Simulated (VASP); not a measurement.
Given:

```
CELL_PARAMETERS angstrom
      3.22337     0.00000     0.00000
     -1.61168     2.79152     0.00000
      0.00000     0.00000     6.36033
ATOMIC_POSITIONS crystal
  W  0.00000 0.00000 0.00000
  S  0.33333 0.66667 0.24346
  S  0.66667 0.33333 0.75654
```

These are r2SCAN meta-GGA, VASP's PBE PAW potentials (set 64) (plane waves; VASP 6.6.1) values and carry that method's errors. Settings: 400 eV cut-off, 12×12×6 Γ-centred mesh, tetrahedra with Blöchl corrections, potentials W_sv S.

The cores are frozen, which limits the accuracy of field gradients.

Give the principal components of the electric field gradient (V/Å²) and the asymmetry η at each nucleus.

```csv
atom,Vxx,Vyy,Vzz,η
W1,91.0,91.0,-182.1,0.00
S2,17.1,17.1,-34.2,0.00
S3,17.1,17.1,-34.2,0.00
```

The structure was generated: WS2 was put into the CdI2 type (P-3m1), which need not be its known phase. It was relaxed first, which changed the volume by -11 %.
